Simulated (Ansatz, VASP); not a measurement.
# Cross-check of InSe between VASP and Ansatz, part 2 of 2

Wanted: the spread between two codes on one cell, functional and k mesh. The cell is taken from a series of runs on this material, whose earlier steps may have relaxed, scaled, displaced or heated it; both programs get it as it stands.

VASP 6.6.1 and Ansatz 0.2.0.

So far: Starting point; VASP: G0W0 gap, LDA.

## 3. Ansatz: G0W0 gap, LDA

Level of this step: Ansatz beside VASP: Kohn-Sham DFT, plane waves, LDA (Ansatz).

Ansatz runs on its default PAW (the set named soft_2) files.

The same cell, functional (in two slightly different forms) and mesh now go to Ansatz, which takes its cutoff from its data sets.

Input file input.yaml:

```yaml
crystal:
  lattice:
    - [4.05, 0.0, 0.0]
    - [-2.025, 3.5074028853, 0.0]
    - [0.0, 0.0, 16.93]
  atoms:
    - { symbol: In, position: [0.3333333333, 0.6666666667, 0.167295402] }
    - { symbol: In, position: [0.6666666667, 0.3333333333, 0.667295402] }
    - { symbol: In, position: [0.3333333333, 0.6666666667, 0.332704598] }
    - { symbol: In, position: [0.6666666667, 0.3333333333, 0.832704598] }
    - { symbol: Se, position: [0.3333333333, 0.6666666667, 0.5918148106] }
    - { symbol: Se, position: [0.6666666667, 0.3333333333, 0.0918148106] }
    - { symbol: Se, position: [0.3333333333, 0.6666666667, 0.9081851894] }
    - { symbol: Se, position: [0.6666666667, 0.3333333333, 0.4081851894] }
kpoints:
  mp_grid: { grid: [6, 6, 2] }
hamiltonian:
  xc: lda
scf:
  occupations: { method: fixed }
gw:
  n_empty_bands: 420
  ecut_chi: 84
  qp_bands: [v2, c2]
  qp_kpoints: band_edges
  screening: { model: contour_deformation }
```

Command:

```console
$ ansatz run input.yaml --threads 2 --pin off --max-ram 92160MiB --backend cuda --devices 1 --max-vram 13GiB --events-out ev --progress --plain --runs-dir out
```

Numbers of over 12 decimals in the logs are rounded to 6 here.

The program printed:

```text
GPUs: using 1 of 1 available (devices: 1).
Engine: ansatz 0.2.0, x86_64-unknown-linux-gnu
Pseudopotentials: kind: paw
Pseudopotential: In, paw, valence charge 13, recommended cutoff 420 eV (normal), In.paw.azcp
Pseudopotential: Se, paw, valence charge 16, recommended cutoff 420 eV (normal), Se.paw.azcp
Functional definition: SPW92
  exchange = slater_x
  correlation = pw_c
device memory: the entry about to start is reckoned to put 3.1 GiB on a device that reports 51.3 GiB free (of which the cap on the GPU budget leaves the run 13.0 GiB)
GPU FFT provider: cuFFT
GPU libraries: cuBLAS 13.8.2, cuFFT 12.4.0, cuSOLVER 12.3.4
Crystal: 8 atoms, lattice volume = 240.490 Å³
Basis set: ecut = 420 eV, 4701 PW (Γ)
Bands: 70, of which v1, the nominal top of the filled ones, is band 58 counted from 1 (57 counted from 0)
Symmetry: 24 space group operations
Space group: P63/mmc (ITA 194), of the structure as read, at distance tolerance 6.2e-5 Å
k-points: 14 of 72
Non-local potential: In, projectors of the file, l = 0: 2, l = 1: 2, l = 2: 2, l = 3: 2
Non-local potential: Se, projectors of the file, l = 0: 2, l = 1: 2, l = 2: 3, l = 3: 1
PAW form: soft (Blöchl's): semilocal exchange-correlation on the pseudo side does not see the compensation charge
PAW frozen core: In, regenerated for the run's functional, and the local potential with it (the file was generated under x = pbe(κ = 0.804, μ = 0.219515), c = pbe(β = 0.066725))
PAW frozen core: Se, regenerated for the run's functional, and the local potential with it (the file was generated under x = pbe(κ = 0.804, μ = 0.219515), c = pbe(β = 0.066725))
PAW one-centre angular grid: In, 590 points (default); XC on 64 Gauss nodes
PAW one-centre angular grid: Se, 590 points (default); XC on 64 Gauss nodes
Initial density: superposition of atomic densities (neutral atoms: chi_scale 0, normalization atom), corrected by the library's trained network
Initial wavefunctions: pseudopotential atomic-orbital guess
GPU buffer pool allocated for 108000 grid points (all kernels)
GPU transforms: local potential and band sums: pruned to the plane-wave sphere, on 27×27×120
Functional: x = slater, c = lda
SCF iter   1: F=—  HF=-43365.383538 eV  |F-HF|=—  |Δ(HF+E_count)|=         —  Δρ=6.66e-3  dr2=1.07e-1  ethr=1.77e-3  ⟨swp⟩=4.8  Hψ=3301  notcnv=0  defer=135
preconditioner: auto → Resta (q_TF=auto, 2.416 Å⁻¹)  ε∞=3.3  [insulator: Δε(μ)=0.110 eV  Ē_g=13.704 eV  n_scr=66 (ndim 8)  ℏωp=20.9 eV  f_vac=0.096  ε∞_Penn≈3.3]
SCF iter   2: F=—  HF=-43365.356674 eV  |F-HF|=—  |Δ(HF+E_count)|=   2.69e-2  Δρ=2.78e-3  dr2=1.04e-2  ethr=9.25e-5  ⟨swp⟩=3.3  Hψ=1700  notcnv=0  defer=140
SCF iter   3: F=—  HF=-43365.354489 eV  |F-HF|=—  |Δ(HF+E_count)|=   2.19e-3  Δρ=9.24e-4  dr2=1.74e-3  ethr=8.94e-6  ⟨swp⟩=2.0  Hψ=1435  notcnv=0  defer=140
SCF iter   4: F=—  HF=-43365.354247 eV  |F-HF|=—  |Δ(HF+E_count)|=   2.42e-4  Δρ=2.56e-4  dr2=1.53e-4  ethr=1.50e-6  ⟨swp⟩=2.0  Hψ=1069  notcnv=0  defer=140
SCF iter   5: F=—  HF=-43365.354252 eV  |F-HF|=—  |Δ(HF+E_count)|=   5.03e-6  Δρ=5.00e-5  dr2=6.62e-6  ethr=1.32e-7  ⟨swp⟩=2.0  Hψ=1018  notcnv=0  defer=105
SCF iter   6: F=—  HF=-43365.354255 eV  |F-HF|=—  |Δ(HF+E_count)|=   2.88e-6  Δρ=9.97e-6  dr2=3.68e-7  ethr=5.70e-9  ⟨swp⟩=2.3  Hψ=1167  notcnv=0  defer=105
SCF iter   7: F=-43365.354255 eV  HF=-43365.354255 eV  |F-HF|=1.75e-8  |Δ(HF+E_count)|=   1.13e-7  Δρ=2.84e-6  dr2=2.84e-8  ethr=8.62e-11  ⟨swp⟩=10.3  Hψ=4126  notcnv=0
SCF 1 converged in 7 iterations: F = -43365.354255 eV  dr2 = 2.84e-8
  greatest PAW one-centre occupation: 1.000 electrons in one spin orbital (limit 2), on the Se atom at site 7 (counted from 0), in its partial waves of l = 2
device memory: the entry about to start is reckoned to put 3.7 GiB (of the 3.8 GiB reckoned in all, the device holds 0.1 GiB already) on a device that reports 49.8 GiB free (of which the cap on the GPU budget leaves the run 12.9 GiB)
NSCF: frozen V_eff on 14 k-points
the band table was solved once the SCF had ended and its energy, with any forces and stress, was formed, with the checks that follow a solve (3635 applications of the Hamiltonian). They found nothing against the state; the energy, forces and stress were not computed again (output.eigenvalues in the input reference)
device memory: the entry about to start is reckoned to put 3.9 GiB on a device that reports 49.9 GiB free (of which the cap on the GPU budget leaves the run 13.0 GiB)
NSCF: frozen V_eff on 14 k-points
G₀W₀ screening: q 1/14
[... further progress lines ...]
SCF converged after 7 iterations
Free energy (F): -43365.354255 eV
Harris-Foulkes:  -43365.354255 eV  (|F-HF|=1.75e-8)
Internal energy: -43365.354255 eV  (E = F + TS)
E sigma→0 (E₀):  -43365.354255 eV
Fermi energy:    6.602108 eV
--- Per-component energies (eV) ---
  E_band       = -1904.675721
  E_kinetic    = 1447.346185
  E_local      = -16035.479328  (includes V_loc(G=0)·N_el)
  E_nonlocal   = -875.464743
  E_hartree    = 7357.217889
  E_xc         = -1265.470442
  E_vxc        = -794.492897  (∫ρ·V_xc dr)
  E_paw        = -23370.462055  (= ΣΔE_a)
  E_vpaw       = -361.027651  (= ΣTr[D̂ρ^β])
  E_aug_tail   = -0.002363  (compensation charges beyond the density's cutoff)
  E_ewald      = -10633.046994
  E_core_change = 10.007595  (= ΣΔE_core)
  E_smearing   = -0.000000  (= −TS)
  E_closure    = 0.000000  (closes the sum)
  Σ components = -43365.354255   (vs F -43365.354255, Δ=0.00e0)
--- Band table (eV; the first three rows and the last of 14) ---
  k-point 0: bands = [... 54 lower, 5.4246, 5.5026, 5.5026, 6.6021, 6.7295, 8.0984, 8.4998, 8.5068, ... 8 higher]
  k-point 1: bands = [... 54 lower, 5.4712, 5.4712, 5.6498, 5.6498, 7.6257, 7.6257, 8.5145, 8.5145, ... 8 higher]
  k-point 2: bands = [... 54 lower, 5.1399, 5.2562, 5.5671, 6.3641, 8.0113, 8.5362, 9.0590, 9.3433, ... 8 higher]
  k-point 13: bands = [... 54 lower, 4.2597, 4.2597, 5.0539, 5.0539, 8.3436, 8.3436, 8.7444, 8.7444, ... 8 higher]
--- G₀W₀: contour deformation, 9 samples at zero and on the imaginary axis and 1 off it, 72 q-points, 420 empty bands' worth ---
  eigenvalues of the whole cell's RPA ε∞ on this k-mesh (on a slab, of 1 + 4πα/V) = 9.0148, 9.0148, 588.0361; static W/v taken at q = 0 is -0.015634
  bands read: the sum over 478 bands ends inside a degenerate multiplet in 1 slot, whose members it reads at an even weight; the widest, k=1: bands 477 to 480 (counted from 1) at 2/4 each
  gw.qp_kpoints: band_edges: 11 of 14 stored k-points solved, in 1 pass; an edge of the gap read off the rows below is read off those points alone
    valence top: of the k-points left out ik 9 came nearest to being solved in a further pass, in band 58 (counted from 1, as in the quasiparticle table): it holds the edge there only if its correction is more favourable than any solved in that band by at least 0.751 eV; those differ by 0.170 eV
    conduction bottom: of the k-points left out ik 10 came nearest to being solved in a further pass, in band 59 (counted from 1, as in the quasiparticle table): it holds the edge there only if its correction is more favourable than any solved in that band by at least 1.106 eV; those differ by 0.503 eV
  `?` marks the rows in doubt; gw_qp.tsv's column doubts and the gw_qp event give each row's grounds
    ik  band        ε_KS         Σx   Σc(E_QP)       V_xc       Z   E_QP_lin       E_QP  E_QP is
     0    57      5.5026   -17.9491     1.8514   -16.0017  0.5554     5.3966     5.4066  root ?
     0    58      6.6021   -16.2057     1.1019   -15.0249  0.5622     6.5203     6.5232  root ?
     0    59      6.7295   -10.5296    -2.9303   -14.1211  0.5768     7.1475     7.3907  root ?
     0    60      8.0984   -11.0218    -3.3228   -14.9943  0.5635     8.5064     8.7480  root ?
     1    57      5.6498   -14.9808     0.9381   -14.0237  0.5594     5.6320     5.6308  root ?
     1    58      5.6498   -14.9808     0.9381   -14.0237  0.5594     5.6320     5.6308  root ?
     1    59      7.6257   -11.5311    -2.6824   -14.8251  0.5684     7.9567     8.2373  root ?
     1    60      7.6257   -11.5311    -2.6824   -14.8251  0.5684     7.9567     8.2373  root ?
     2    57      5.5671   -15.5081     1.5097   -13.8295  0.5551     5.4245     5.3982  root ?
     2    58      6.3641   -16.3694     1.2809   -14.9986  0.5607     6.2674     6.2743  root ?
     2    59      8.0113   -11.2435    -3.2318   -15.1478  0.5693     8.4493     8.6839  root ?
     2    60      8.5362   -11.2939    -3.5680   -15.5490  0.5613     9.0001     9.2232  root ?
     3    57      6.0297   -16.1566     1.3866   -14.6735  0.5585     5.9228     5.9332  root ?
     3    58      6.0297   -16.1566     1.3866   -14.6735  0.5585     5.9228     5.9332  root ?
     3    59      8.2614   -11.1851    -3.3529   -15.2084  0.5665     8.7009     8.9319  root ?
     3    60      8.2614   -11.1851    -3.3529   -15.2084  0.5665     8.7009     8.9319  root ?
     4    57      5.4025   -15.4504     1.4915   -13.7945  0.5555     5.2642     5.2381  root ?
     4    58      5.5943   -15.7222     1.4362   -14.1183  0.5587     5.4533     5.4267  root ?
     4    59      7.9655    -6.9778    -3.6177   -10.9084  0.5786     8.2292     8.2783  root ?
     4    60      8.0575   -10.1102    -3.4952   -14.2707  0.5711     8.4864     8.7228  root ?
     5    57      5.5085   -15.6381     1.4704   -14.0036  0.5570     5.3708     5.3444  root ?
     5    58      5.5085   -15.6381     1.4704   -14.0036  0.5570     5.3708     5.3444  root ?
     5    59      8.1671    -8.6758    -3.4852   -12.7817  0.5733     8.5238     8.7877  root ?
     5    60      8.1671    -8.6758    -3.4852   -12.7817  0.5733     8.5238     8.7877  root ?
[...]
12    57      4.9007   -15.1647     1.5140   -13.4620  0.5577     4.7394     4.7120  root ?
    12    58      4.9007   -15.1647     1.5140   -13.4620  0.5577     4.7394     4.7120  root ?
    12    59      8.1059    -6.5137    -3.4808   -10.2067  0.5772     8.2883     8.3181  root ?
    12    60      8.6682    -7.3762    -3.6209   -11.2410  0.5694     8.8801     8.9120  root ?
    13    57      5.0539   -15.8580     1.6584   -14.0158  0.5556     4.8972     4.8701  root ?
    13    58      5.0539   -15.8580     1.6584   -14.0158  0.5556     4.8972     4.8701  root ?
    13    59      8.3436    -6.8170    -3.5394   -10.5809  0.5741     8.5375     8.5681  root ?
    13    60      8.3436    -6.8170    -3.5394   -10.5809  0.5741     8.5375     8.5681  root ?
```

## 4. Side by side

Known differences besides the potentials themselves: the two LDA forms differ slightly; fixed occupations in Ansatz, narrow Gaussian smearing in VASP; the data sets hold 116 valence electrons in Ansatz (on its default PAW (the set named soft_2) files) and 76 in VASP; the cutoff is 420 eV in Ansatz and 300 eV in VASP; VASP's log shows a relativistic correction to its local exchange, Ansatz's none; Ansatz integrates over frequency by contour deformation, VASP on a grid of NOMEGA points; Ansatz's G0W0 levels solve the quasiparticle equation, VASP's are linearised. Total energies have different zeros and are not compared.

Compared:

```tsv
quantity	Ansatz	VASP	difference
G0W0 gap on the mesh (eV)	0.87	0.83	+0.04
Kohn-Sham gap under it (eV)	0.13	0.13	-0.01
```

VASP's log warns that its frequency grid doesn't suit quasiparticle energies on this mesh.

## 5. Summary of results

```json
{
  "difference in G0W0 gap on the mesh (G0W0 gap, LDA)": "0.041 eV"
}
```

What this shows: The difference in G0W0 gap on the mesh is 0.041 eV (G0W0 gap, LDA). The data sets hold unlike numbers of valence electrons (116 in Ansatz and 76 in VASP), so part of the differences comes from the potentials. Such differences can come from data sets, numerical settings and the points named under the comparisons, not from the functional's error against experiment.

[Lines on the potential files, build, host, timing and source positions are cut from VASP's logs without a mark.]

[Logs are printed without paths, hosts, clocks, repeated set-up lines and the standing remarks that a program may print on its own settings, such as how far it seeks lower states.]

[Hosts, paths, dates, database ids (printed as entryN), source tags and the programs' standing remarks are cut or masked in the printed files.]
